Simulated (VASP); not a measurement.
A run of VASP 6.6.1:

File INCAR:

```
PREC = Accurate ; ENCUT = 600
EDIFF = 1E-6 ; ISMEAR = 0
SIGMA = 0.03 ; LREAL = False
LASPH = True ; NELM = 80
ALGO = Normal ; ISIF = 3
LWAVE = False ; LCHARG = False
GGA = PS ; IBRION = 2
NSW = 90 ; EDIFFG = -0.01
KPAR = 2
```

Contents of KPOINTS:

```
Automatic mesh
0
Gamma
  10 10 10
```

Contents of POSCAR:

```
GaSb
1.0
    0.0000000000      3.0590000000      3.0590000000
    3.0590000000      0.0000000000      3.0590000000
    3.0590000000      3.0590000000      0.0000000000
Ga Sb
1 1
Direct
    0.0000000000      0.0000000000      0.0000000000
    0.2500000000      0.2500000000      0.2500000000
```

Potentials or basis: VASP PAW PBE potentials, release 64 (Ga_d, Sb).

Launch:

```sh
$ cat potpaw_PBE.64/Ga_d/POTCAR potpaw_PBE.64/Sb/POTCAR > POTCAR
$ mpirun -np 2 vasp_std > vasp.out
```

Hardware: 2 MPI ranks on Intel(R) Xeon(R) Platinum 8488C (Sapphire Rapids), with other jobs on the host.

Question: Estimate the wall time of this run.

Answer: It took 24 s on 2 MPI ranks on Intel(R) Xeon(R) Platinum 8488C (Sapphire Rapids), on a shared host, peak memory 0.22 GiB a rank. Counts: scf iterations 18, k points 47, ion steps 2.
